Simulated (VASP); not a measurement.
Consider the following.

```xyz
1
Lattice="2.9086 0.0000 0.0000 0.0000 2.9086 0.0000 0.0000 0.0000 2.9086" Properties=species:S:1:pos:R:3 pbc="T T T"
Sc     0.0000     0.0000     0.0000
```

Method: PBEsol GGA, VASP's PBE PAW potentials (set 64) (plane waves; VASP). Settings: 400 eV cut-off, Gaussian smearing of 0.050 eV, potentials Sc_sv.

### Question
Give the energies of bands 5 to 8 at the high-symmetry points, in eV from the Fermi level.

### Answer

```
band      Γ      X      M      R
----  -----  -----  -----  -----
5     -5.13  -1.69  -1.90  -0.55
6     -0.57  -0.46   0.25  -0.55
7     -0.57   0.08   2.73  -0.55
8      4.02   2.34   2.73   5.09
```

It has no gap at this level: it comes out as a metal or semimetal.

The structure was generated: Sc was put into the simple-cubic type (Pm-3m), which need not be its known phase. It was relaxed first, which changed the volume by -12 %.
